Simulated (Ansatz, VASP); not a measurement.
# Mg2Sc (Mg-Sc-Mg stack, (100) layers): VASP beside Ansatz

One calculation is typed for both programs; each brings its own data sets. How far apart do they land? The cell is taken from a series of runs on this material, whose earlier steps may have relaxed, scaled, displaced or heated it; both programs get it as it stands.

Main program and level: Ansatz 0.2.0; plane waves, with VASP 6.6.1 beside it; PBEsol.

### 1. Starting point

The cell holds 3 atoms: 2 Mg and 1 Sc. Cell: a = 3.176 Å, b = 3.176 Å, c = 33.087 Å, α = 90.0°, β = 90.0°, γ = 90.0°. It derives from Mg2Sc. Vacuum lies along c.

### 2. Ansatz: zone-centre phonons, PBEsol

Ansatz runs on its default PAW (the set named soft_2) files.

Second derivatives magnify differences that forces hide, and they need a tight electronic threshold.

input.yaml

```yaml
crystal:
  lattice:
    - [3.1758662782, 0.0, 0.0]
    - [0.0, 3.1758662782, 0.0]
    - [0.0, 0.0, 33.0869768474]
  atoms:
    - { symbol: Mg, position: [0.0, 0.0, 0.1712655626] }
    - { symbol: Sc, position: [0.5, 0.5, 0.2363995066] }
    - { symbol: Mg, position: [0.0, 0.0, 0.3015334505] }
  periodic: [true, true, false]
kpoints:
  mp_grid: { grid: [8, 8, 1] }
hamiltonian:
  xc: pbesol
scf:
  occupations: { method: methfessel_paxton, width: 0.2 }
output:
  eigenvalues: true
phonons:
  method: dfpt
  qmesh: [2, 2, 1]
  temperatures: { t_max: 1000, t_step: 50 }
  qpath:
    path: [[0.0, 0.0, 0.0], [0.0, 0.5, 0.0], [0.5, 0.5, 0.0], [0.0, 0.0, 0.0]]
    npoints: 10
  electrical_resistivity:
    mesh: [12, 12, 1]
    temperatures: [20.0, 50.0, 77.0, 100.0, 150.0, 200.0, 300.0, 400.0, 600.0, 800.0]
```

Launch:

```console
$ ansatz run input.yaml --threads 4 --pin off --max-ram 16384MiB --backend cpu --events-out ev --progress --plain --runs-dir out
```

Numbers of over 12 decimals in the logs are rounded to 6 here.

What it wrote:

```text
Warning: crystal.symmetry: narrowed to the stabiliser of the run's FFT grids — unitary ops 16 → 8. A phonons.method: dfpt run fills in the rows of the dynamical matrix that it does not solve by its symmetry operations, which is exact only for operations that map its FFT grids onto themselves: filled in by any other, the frequencies could depend on the order in which like atoms are typed, or, by more than the grids' own error, on where the crystal sits among the grids' points. Excluded: 8 operations. The run can therefore solve more perturbations, solve them on more k-points, or both, and cost more. [rest of the remark cut]
Engine: ansatz 0.2.0, aarch64-unknown-linux-gnu
Pseudopotentials: kind: paw
Pseudopotential: Mg, paw, valence charge 10, recommended cutoff 420 eV (normal), Mg.paw.azcp
Pseudopotential: Sc, paw, valence charge 11, recommended cutoff 420 eV (normal), Sc.paw.azcp
Functional definition: PBEsol
  exchange = pbesol_x
  correlation = pbesol_c
Crystal: 3 atoms, lattice volume = 333.719 Å³
Basis set: ecut = 420 eV, 6567 PW (Γ), exchange–correlation on 48×48×450 points (8 copies of the dense FFT grid, shifted against one another)
Bands: 20, of which v1, the nominal top of the filled ones, is band 16 counted from 1 (15 counted from 0)
Symmetry: 16 space group operations
k-points: 15 of 64 (irreducible under 8 space group operations)
Non-local potential: Mg, projectors of the file, l = 0: 3, l = 1: 2, l = 2: 1
Non-local potential: Sc, projectors of the file, l = 0: 3, l = 1: 2, l = 2: 3, l = 3: 1
PAW form: soft (Blöchl's): semilocal exchange-correlation on the pseudo side does not see the compensation charge
PAW frozen core: Mg, regenerated for the run's functional, and the local potential with it (the file was generated under x = pbe(κ = 0.804, μ = 0.219515), c = pbe(β = 0.066725))
PAW frozen core: Sc, regenerated for the run's functional, and the local potential with it (the file was generated under x = pbe(κ = 0.804, μ = 0.219515), c = pbe(β = 0.066725))
PAW one-centre angular grid: Mg, 110 points (default); XC on 64 Gauss nodes
PAW one-centre angular grid: Sc, 590 points (default); XC on 64 Gauss nodes
Initial density: superposition of atomic densities (neutral atoms: chi_scale 0, normalization atom), corrected by the library's trained network
Initial wavefunctions: pseudopotential atomic-orbital guess
Functional: x = pbesol(κ = 0.804, μ = 0.123457), c = pbesol(β = 0.046)
SCF iter   1: F=—  HF=-5934.586429 eV  |F-HF|=—  |Δ(HF+E_count)|=         —  Δρ=2.89e-3  dr2=2.68e-2  ethr=1.77e-3  ⟨swp⟩=9.0  Hψ=1697  notcnv=0
preconditioner: auto → LDOS  [metal: Δε(μ)=0.012 eV  Ē_g=3.396 eV  σ=0.200 eV  W_gap=0.05  n_scr=18 (ndim 8)  ℏωp=5.4 eV  f_vac=0.729  D(μ)=3.97/eV (n_scr^D=14)  β→1.0]
SCF iter   2: F=—  HF=-5934.579693 eV  |F-HF|=—  |Δ(HF+E_count)|=   6.74e-3  S|Δr|=    0.00e0  Δρ=9.54e-4  dr2=2.78e-3  ethr=8.65e-5  ⟨swp⟩=2.5  Hψ=681  notcnv=0
[...]
--- Phonons (Γ-DFPT): 6 representative perturbations + reference (Σ response iterations 27) ---
  ASR residual: 1.064e-4 → 0.000e0 eV/Å²; symmetrization residual: 5.080e-7 eV/Å²
  The last average, over the group as it would stand without the narrowing to the FFT grids, took up to 2.047e-7 eV/Å² of the zone centre's force constants
  ASR residual per site (eV/Å²): 2.47e-5 1.06e-4 2.42e-5
  Γ frequencies (cm⁻¹): 0.00 0.00 0.00 132.38 132.38 172.55 192.71 192.71 221.30
--- Phonons (arbitrary-q DFPT): 3 irreducible q on the 2×2×1 mesh ---
  q = [0.0000, 0.0000, 0.0000] (star 1, of the zone-centre solve; hermiticity 2.42e-7, symmetrization 3.57e-12, taken by the last average 4.87e-8): -0.00 -0.00 0.00 132.38 132.38 172.55 192.71 192.71 221.30
  q = [0.0000, -0.5000, 0.0000] (star 2, 9 solved perturbations on 25 of 64 k-point pairs; hermiticity 6.77e-8, symmetrization 5.15e-10, taken by the last average 3.57e-8): 92.84 111.79 114.74 119.31 136.57 182.83 217.56 223.28 245.97
  q = [-0.5000, -0.5000, 0.0000] (star 1, 6 solved perturbations in 120 linear systems a pass and spin channel, the states on 25 of 64 k-point pairs; hermiticity 5.42e-8, symmetrization 2.33e-10, taken by the last average 3.43e-8): 79.55 192.37 192.37 193.46 193.76 204.77 204.77 224.10 224.10
  sum rule: each row above includes the acoustic sum rule's correction from the zone centre's row sums; it moved no ω² by more than (0.80 cm⁻¹)²
  mesh force constants: q→R imaginary residual 1.11e-17; ASR residual 1.064e-4 → 0.000e0 eV/Å²; symmetrization residual 3.553e-15 eV/Å²
  interpolated dispersion: 31 rows × 9 modes
  density of states and harmonic sums: on the 20×20×1 q-mesh, interpolated from the force constants of a 2×2×1 supercell (no non-analytic term)
  largest difference from the sums on the solved wave vectors: F 1.57e-1 eV, S 2.21e-4 and C_V 6.40e-5 eV/K
  zero-point energy: 0.090335 eV/cell   skipped modes (ω ≤ 0): 3   left out of the sums: 8.33e-4 of the cell's modes: C_V's classical limit lies that fraction below 3 k_B per atom; for a crystal, a wire or a layer, F and S can be off by more, and a phonons.interpolated_qmesh denser along its periods is the remedy for the sampling
--- Electrical resistivity: potentials and phonons of a 2×2×1 supercell ---
  scattering by harmonic phonons alone, with no dipole-dipole term; scattering by other electrons, impurities, surfaces and spin disorder is left out, and so is spin–orbit coupling
[...]
6×6×1                     1.0968              2.2429    0.4134    0.3784          14.319
          3×3×1                    40.1694              2.5084    0.9788   10.6047          12.076
  resistivity on the deck's mesh, µΩ·cm:
     T (K)       trace/2  mesh converged            xx            yy            zz    lowest order   relaxation time
     20.00     2.2595e-1              no     2.2595e-1     2.2594e-1      0.0000e0       4.6699e-1         2.8318e-1
     50.00      5.6584e0              no      5.6584e0      5.6584e0      0.0000e0        8.3268e0          5.7296e0
     77.00      1.5244e1              no      1.5244e1      1.5244e1      0.0000e0        1.9589e1          1.5336e1
    100.00      2.4621e1              no      2.4621e1      2.4621e1      0.0000e0        2.9985e1          2.4804e1
    150.00      4.5077e1              no      4.5077e1      4.5077e1      0.0000e0        5.2599e1          4.5503e1
    200.00      6.4574e1              no      6.4574e1      6.4574e1      0.0000e0        7.4674e1          6.5247e1
    300.00      1.0127e2              no      1.0127e2      1.0127e2      0.0000e0        1.1771e2          1.0244e2
    400.00      1.3616e2              no      1.3616e2      1.3616e2      0.0000e0        1.5983e2          1.3785e2
    600.00      2.0389e2              no      2.0389e2      2.0389e2      0.0000e0        2.4289e2          2.0682e2
    800.00      2.7252e2              no      2.7252e2      2.7252e2      0.0000e0        3.2645e2          2.7718e2
  sheet resistance at 20 K: 0.6829 Ω
  mean free path at 20 K (of a tensor half of its trace): 3261 nm by what each carries, 1803 by the Fermi surface alone
  Hall coefficient in a weak field at 20 K (along the normal): 9.705e-10 m³/C (how far it moves between the two finest meshes is not known); by each state's relaxation time: -1.279e-10 m³/C; by a constant relaxation time: -5.157e-10 m³/C
  sheet resistance at 50 K: 17.10 Ω
  mean free path at 50 K (of a tensor half of its trace): 130 nm by what each carries, 72.0 by the Fermi surface alone
  Hall coefficient in a weak field at 50 K (along the normal): 1.147e-9 m³/C (how far it moves between the two finest meshes is not known); by each state's relaxation time: 1.684e-9 m³/C; by a constant relaxation time: -4.992e-10 m³/C
  sheet resistance at 77 K: 46.07 Ω
  mean free path at 77 K (of a tensor half of its trace): 42.3 nm by what each carries, 26.7 by the Fermi surface alone
  Hall coefficient in a weak field at 77 K (along the normal): 5.036e-10 m³/C (how far it moves between the two finest meshes is not known); by each state's relaxation time: 8.771e-10 m³/C; by a constant relaxation time: -4.943e-10 m³/C
  sheet resistance at 100 K: 74.41 Ω
  mean free path at 100 K (of a tensor half of its trace): 24.7 nm by what each carries, 16.5 by the Fermi surface alone
  Hall coefficient in a weak field at 100 K (along the normal): 2.155e-10 m³/C (how far it moves between the two finest meshes is not known); by each state's relaxation time: 4.689e-10 m³/C; by a constant relaxation time: -4.932e-10 m³/C
  sheet resistance at 150 K: 136.2 Ω
  mean free path at 150 K (of a tensor half of its trace): 12.7 nm by what each carries, 9.04 by the Fermi surface alone
  Hall coefficient in a weak field at 150 K (along the normal): -6.252e-11 m³/C (how far it moves between the two finest meshes is not known); by each state's relaxation time: 8.037e-11 m³/C; by a constant relaxation time: -4.923e-10 m³/C
  sheet resistance at 200 K: 195.2 Ω
  mean free path at 200 K (of a tensor half of its trace): 8.66 nm by what each carries, 6.31 by the Fermi surface alone
  Hall coefficient in a weak field at 200 K (along the normal): -1.830e-10 m³/C (how far it moves between the two finest meshes is not known); by each state's relaxation time: -7.505e-11 m³/C; by a constant relaxation time: -4.916e-10 m³/C
  sheet resistance at 300 K: 306.1 Ω
  mean free path at 300 K (of a tensor half of its trace): 5.46 nm by what each carries, 4.02 by the Fermi surface alone
  Hall coefficient in a weak field at 300 K (along the normal): -3.205e-10 m³/C (how far it moves between the two finest meshes is not known); by each state's relaxation time: -2.313e-10 m³/C; by a constant relaxation time: -4.908e-10 m³/C
  sheet resistance at 400 K: 411.5 Ω
  mean free path at 400 K (of a tensor half of its trace): 4.07 nm by what each carries, 2.99 by the Fermi surface alone
  Hall coefficient in a weak field at 400 K (along the normal): -4.225e-10 m³/C (how far it moves between the two finest meshes is not known); by each state's relaxation time: -3.358e-10 m³/C; by a constant relaxation time: -4.908e-10 m³/C
  sheet resistance at 600 K: 616.2 Ω
  mean free path at 600 K (of a tensor half of its trace): 2.74 nm by what each carries, 2.00 by the Fermi surface alone
  Hall coefficient in a weak field at 600 K (along the normal): -5.487e-10 m³/C (how far it moves between the two finest meshes is not known); by each state's relaxation time: -4.594e-10 m³/C; by a constant relaxation time: -4.905e-10 m³/C
  sheet resistance at 800 K: 823.6 Ω
  mean free path at 800 K (of a tensor half of its trace): 2.06 nm by what each carries, 1.49 by the Fermi surface alone
  Hall coefficient in a weak field at 800 K (along the normal): -6.093e-10 m³/C (how far it moves between the two finest meshes is not known); by each state's relaxation time: -5.197e-10 m³/C; by a constant relaxation time: -4.871e-10 m³/C
  the resistivity times a path that all electrons share, by the Fermi surface of the deck's mesh alone (half of the trace): 4.073e-15 Ω·m²
  not converged in the mesh (λ; λ_tr; the resistivity at 20 K by 34.04 %; the resistivity at 50 K by 22.38 %; the resistivity at 77 K by 19.19 %; the resistivity at 100 K by 17.41 %; the resistivity at 150 K by 14.75 %; the resistivity at 200 K by 12.50 %; the resistivity at 300 K by 10.01 %; the resistivity at 400 K by 8.28 %; the resistivity at 600 K by 5.82 %; the resistivity at 800 K by 3.71 %): between neighbour [...]
  vibrations of 4 cells: unjudged by the run; compare a larger repeat
  the changes of the potential over all sites missed a rigid shift's by 0.77 % (the site terms' by 0.01 %)
  between the force constants' wavevectors the phonons are obtained by Fourier interpolation alone: along a vector of fewer than three repeats the shortest translation of the supercell is 6.352 Å, and under 7.781 Å the phonon self-energy is left out by default: enlarge phonons.supercell (under dfpt, phonons.qmesh)
```

[end of part 1 of 2]

[Lines on the potential files, build, host, timing and source positions are cut from VASP's logs without a mark.]

[Logs are printed without paths, hosts, clocks, repeated set-up lines and the standing remarks that a program may print on its own settings, such as how far it seeks lower states.]

[Hosts, paths, dates, database ids (printed as entryN), source tags and the programs' standing remarks are cut or masked in the printed files.]
